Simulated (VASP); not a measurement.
Computed with PBE GGA, VASP's PBE PAW potentials (set 64) (plane waves; VASP).

VASP ran on this input.

### INCAR
```
SYSTEM=SnSe2
ISMEAR=0
LCHARG=.FALSE.
GGA=PE   ! PBE
LREAL=Auto   ! projection in real space or not
EDIFF=1E-6   ! SCF stop (eV)
SIGMA=0.05   ! width (eV)
NELM=100
LWAVE=.FALSE.
ENCUT=400
ISIF=2   ! forces and stress, cell fixed
PREC=Accurate
LASPH=.TRUE.
ALGO=Normal   ! blocked Davidson
LMAXMIX=4   ! l cut-off of mixed one-centre charges
```

File KPOINTS:
```
Automatic mesh
0
Gamma
6 6 4
0 0 0
```

**POSCAR**
```
SnSe2
1
    1.9050000000    -3.2995570000     0.0000000000
    1.9050000000     3.2995570000     0.0000000000
    0.0000000000     0.0000000000     6.1400000000
Sn Se
1 2
Direct
  0.0000000000   0.0000000000   0.0000000000
  0.3333330000   0.6666670000   0.2500000000
  0.6666670000   0.3333330000   0.7500000000
```

POTCAR, in this order: Sn_d Se (PBE.64 set). Program: vasp_std.

Output of the run:

OSZICAR:
```
       N       E                     dE             d eps       ncg     rms          rms(c)
DAV:   1     0.179595382592E+03    0.17960E+03   -0.10937E+04   816   0.146E+03
DAV:   2     0.569035573442E+01   -0.17391E+03   -0.17058E+03   920   0.345E+02
DAV:   3    -0.115131655977E+02   -0.17204E+02   -0.16554E+02  1027   0.110E+02
DAV:   4    -0.120113570602E+02   -0.49819E+00   -0.49781E+00  1005   0.200E+01
DAV:   5    -0.120221478998E+02   -0.10791E-01   -0.10790E-01  1200   0.291E+00    0.522E+00
DAV:   6    -0.117674614774E+02    0.25469E+00   -0.60822E-01  1232   0.878E+00    0.338E+00
DAV:   7    -0.117473409465E+02    0.20121E-01   -0.17770E-01  1024   0.304E+00    0.101E+00
DAV:   8    -0.117471120225E+02    0.22892E-03   -0.14284E-02   994   0.132E+00    0.274E-01
DAV:   9    -0.117476098765E+02   -0.49785E-03   -0.15855E-03   959   0.318E-01    0.813E-02
DAV:  10    -0.117476190841E+02   -0.92076E-05   -0.12614E-04  1183   0.928E-02    0.319E-02
DAV:  11    -0.117476516403E+02   -0.32556E-04   -0.48587E-05   891   0.433E-02    0.694E-03
DAV:  12    -0.117476527668E+02   -0.11266E-05   -0.23041E-06   875   0.138E-02    0.606E-03
DAV:  13    -0.117476534102E+02   -0.64334E-06   -0.22752E-06   707   0.101E-02
   1 F= -.11747653E+02 E0= -.11747653E+02  d E =-.747734E-19
```

### OUTCAR
```
------------------------ aborting loop because EDIFF is reached ----------------------------------------
  FORCE on cell =-STRESS in cart. coord.  units (eV):
  Direction    XX          YY          ZZ          XY          YZ          ZX
  --------------------------------------------------------------------------------------
  Total        2.4096987      2.4096990      2.9497127      0.0000000     -0.0000000     -0.0000000
  in kB       50.0177716     50.0177780     61.2267656      0.0000000     -0.0000000     -0.0000000
  external PRESSURE =      53.7541051 kB  Pullay stress =       0.0000000 kB
  volume of cell :       77.19
      direct lattice vectors                 reciprocal lattice vectors
     1.905000000 -3.299557000  0.000000000     0.262467192 -0.151535494  0.000000000
     1.905000000  3.299557000  0.000000000     0.262467192  0.151535494  0.000000000
     0.000000000  0.000000000  6.140000000     0.000000000  0.000000000  0.162866450
 POSITION                                       TOTAL-FORCE (eV/Angst)
 -----------------------------------------------------------------------------------
      0.00000      0.00000      0.00000         0.000000      0.000000      0.000000
      1.90500      1.09985      1.53500        -0.000000     -0.000000      0.724793
      1.90500     -1.09985      4.60500        -0.000000      0.000000     -0.724793
 -----------------------------------------------------------------------------------
    total drift:                                0.000000      0.000000      0.000000
  FREE ENERGIE OF THE ION-ELECTRON SYSTEM (eV)
  ---------------------------------------------------
  free  energy   TOTEN  =       -11.7476534102 eV

  energy  without entropy=      -11.7476534102  energy(sigma->0) =      -11.74765341
```
(Selected blocks of OUTCAR.)

The compound is SnSe2 in the 1T layered structure. The cell was not relaxed at this level. The run is one of a series of settings (LREAL = Auto against the base run), some of them coarse on purpose.
